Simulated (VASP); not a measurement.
# How SCF solver and k-mesh change a VASP run on Ag (Silver), part 3 of 3

A convergence test on Ag (Silver): the SCF solver and k-mesh. The series runs use r2SCAN. The start is a cell from a database of measured crystal structures.

VASP 6.6.1; r2SCAN; plane waves and PAW (Ag).

Still holding for the runs below: This run has no spin polarisation. Its electron count is odd, so without a moment it is a metal by construction.

So far. Step 16 (K-mesh: 11 11 11): Against the run before the energy moves by -31.54 meV an atom and the pressure by -0.87 GPa, after 13 cycles in 24 s.

## Step 17: K-mesh: 14 14 14

Contents of INCAR:

```
SYSTEM = Ag
PREC = Accurate
ENCUT = 400
EDIFF = 1E-06
NELM = 100
ISMEAR = -1
SIGMA = 0.05
LREAL = .FALSE.
ALGO = Normal
METAGGA = R2SCAN
LASPH = .TRUE.
NBANDS = 11
LORBIT = 11
LWAVE = .FALSE.
LCHARG = .FALSE.
KPAR = 2
ISIF = 2
```

Contents of POSCAR:

```
Ag
1.0
    0.0000000000      2.0427500000      2.0427500000
    2.0427500000      0.0000000000      2.0427500000
    2.0427500000      2.0427500000      0.0000000000
Ag
1
Direct
    0.0000000000      0.0000000000      0.0000000000
```

Contents of KPOINTS:

```
Automatic mesh
0
Gamma
14 14 14
0 0 0
```

PAW data sets: Ag (PBE family, release 64).

Started as:

```console
$ mpirun -np 2 vasp_std
```

Log:

```text
[... set-up lines as in an earlier step ...]
 entering main loop
       N       E                     dE             d eps       ncg     rms          rms(c)
DAV:   1     0.204675842293E+02    0.20468E+02   -0.48415E+03  2320   0.743E+02
DAV:   2    -0.242518262631E+02   -0.44719E+02   -0.42736E+02  2561   0.180E+02
DAV:   3    -0.248185247121E+02   -0.56670E+00   -0.56646E+00  2639   0.220E+01
DAV:   4    -0.248208934971E+02   -0.23688E-02   -0.23687E-02  2534   0.144E+00
[...]
DAV:  11    -0.213572422480E+02    0.35439E-04   -0.11367E-04  2467   0.102E-01    0.140E-02
DAV:  12    -0.213572389131E+02    0.33349E-05   -0.16755E-05  2637   0.431E-02    0.118E-03
DAV:  13    -0.213572389583E+02   -0.45161E-07   -0.45563E-07  1294   0.627E-03
   1 F= -.21357239E+02 E0= -.21356046E+02  d E =-.238505E-02
```

Elapsed: 36 s, on 2 MPI ranks of Intel Xeon Platinum 8488C (Sapphire Rapids), shared host; peak memory 0.23 GiB.

Parts of OUTCAR (step 17):

```text
  Total        0.1458442      0.1458442      0.1458442      0.0000000      0.0000000      0.0000000
  in kB       13.7064212     13.7064212     13.7064212      0.0000000      0.0000000      0.0000000
  external PRESSURE =      13.7064212 kB  Pullay stress =       0.0000000 kB

 POSITION                                       TOTAL-FORCE (eV/Angst)
 -----------------------------------------------------------------------------------
      0.00000      0.00000      0.00000        -0.000000      0.000000     -0.000000
 -----------------------------------------------------------------------------------
    total drift:                                0.000000      0.000000      0.000000

  FREE ENERGIE OF THE ION-ELECTRON SYSTEM (eV)
  ---------------------------------------------------
  free  energy   TOTEN  =       -21.3572389583 eV

  energy  without entropy=      -21.3548539074  energy(sigma->0) =      -21.35604643

[... 1 part as in an earlier step ...]

[... 2 further parts left out ...]
[key lines of the parts left out:]
E-fermi :   8.3697
```

Against the run before the energy moves by +1.85 meV an atom and the pressure by +0.28 GPa, after 13 cycles in 36 s.

## Step 18: K-mesh: 17 17 17

INCAR is that of step 17.

POSCAR is that of step 17.

Contents of KPOINTS:

```
Automatic mesh
0
Gamma
17 17 17
0 0 0
```

Started as:

```console
$ mpirun -np 2 vasp_std
```

Log:

```text
[... set-up lines as in an earlier step ...]
 entering main loop
       N       E                     dE             d eps       ncg     rms          rms(c)
DAV:   1     0.227326626051E+02    0.22733E+02   -0.48326E+03  3710   0.740E+02
DAV:   2    -0.242187114919E+02   -0.46951E+02   -0.44672E+02  4116   0.182E+02
DAV:   3    -0.248193112722E+02   -0.60060E+00   -0.60030E+00  4128   0.228E+01
DAV:   4    -0.248217890896E+02   -0.24778E-02   -0.24777E-02  4053   0.148E+00
[...]
DAV:  11    -0.213539449202E+02    0.35785E-04   -0.13096E-04  3917   0.109E-01    0.126E-02
DAV:  12    -0.213539423646E+02    0.25555E-05   -0.11986E-05  4243   0.367E-02    0.128E-03
DAV:  13    -0.213539423707E+02   -0.60904E-08   -0.44418E-07  2052   0.625E-03
   1 F= -.21353942E+02 E0= -.21352355E+02  d E =-.317452E-02
```

The job ended after 61 s (2 MPI ranks; peak memory 0.25 GiB).

OUTCAR, selected parts (step 18):

```text
  Total        0.1465050      0.1465050      0.1465050      0.0000000      0.0000000      0.0000000
  in kB       13.7685193     13.7685193     13.7685193      0.0000000      0.0000000      0.0000000
  external PRESSURE =      13.7685193 kB  Pullay stress =       0.0000000 kB

  FREE ENERGIE OF THE ION-ELECTRON SYSTEM (eV)
  ---------------------------------------------------
  free  energy   TOTEN  =       -21.3539423707 eV

  energy  without entropy=      -21.3507678531  energy(sigma->0) =      -21.35235511

[... 2 parts as in an earlier step ...]

[... 2 further parts left out ...]
[key lines of the parts left out:]
E-fermi :   8.5305
```

Against the run before the energy moves by +3.69 meV an atom and the pressure by +0.01 GPa, after 13 cycles in 61 s.

## Step 19: The k-mesh series as a table

This step: convergence of r2SCAN results with the mesh; plane waves and PAW (VASP 6.6.1).

No new run; the numbers come from the runs before.

Differences are taken from the run with 17 17 17. Results of the series, by row:

```csv
setting,status,energy less the reference (meV/atom),pressure (GPa),SCF cycles,wall time (s)
3 3 3,converged,-340.4,-2.101,13,15.4
4 4 4,converged,185.4,2.269,13,14.2
5 5 5,converged,-130,0.3469,13,13.8
6 6 6,converged,68.55,2.163,13,17.2
8 8 8,converged,25.99,1.964,13,19.8
11 11 11,converged,-5.546,1.089,13,24
14 14 14,converged,-3.691,1.371,13,36
17 17 17,converged,0,1.377,13,61
```

## Step 20: Outcome

```
fewest SCF cycles                                                      : ALGO = Normal; AMIX = 0.8 (13)
most SCF cycles among converged runs                                   : IMIX = 1, AMIX = 0.2 (31)
spread of the pressure over the SCF solver                             : 0.224 GPa
spread of the energy over the SCF solver                               : 0.00457 meV/atom
k-mesh from which the energy stays within 10 meV/atom of the reference : 11 11 11
k-mesh from which the energy stays within 1 meV/atom of the reference  : none before the reference itself
k-mesh from which the pressure stays within 0.2 GPa of the reference   : 14 14 14
spread of the pressure over the k-mesh                                 : 4.37 GPa
spread of the energy over the k-mesh                                   : 526 meV/atom
```

In words: All SCF solvers that converged agree within 0.05 meV an atom. The fastest converged run is AMIX = 0.8, at 19 s against 24 s; on a shared host such times are rough. Yet the pressure of ALGO = Fast is +0.16 GPa off: EDIFF tests the energy, which is second order in the error of the density, while the stress is first order. No run before the reference (17 17 17) settles within 1 meV an atom of it; the nearest step is off by -3.7 meV an atom, -0.01 GPa. The pressure holds within 0.2 GPa from 14 14 14 on. The energy swings above and below the reference, since the sum over k-points is not variational. A metal's Fermi surface slows this convergence. Differences are taken from the run with 17 17 17, which is itself not the exact limit. Forces vanish by symmetry in this cell, so the series can't test them. The runs at 3 3 3; 4 4 4; 5 5 5; 6 6 6 are over 30 meV an atom or 2 GPa off and describe the material poorly.

[Lines on the potential files, build, host, timing and source positions are cut from VASP's logs without a mark.]

[Logs are printed without paths, hosts, clocks, repeated set-up lines and the standing remarks that a program may print on its own settings, such as how far it seeks lower states.]

[Hosts, paths, dates, database ids (printed as entryN), source tags and the programs' standing remarks are cut or masked in the printed files.]

[A measured line is paired with the nearest computed mode of its activity, which favours agreement.]
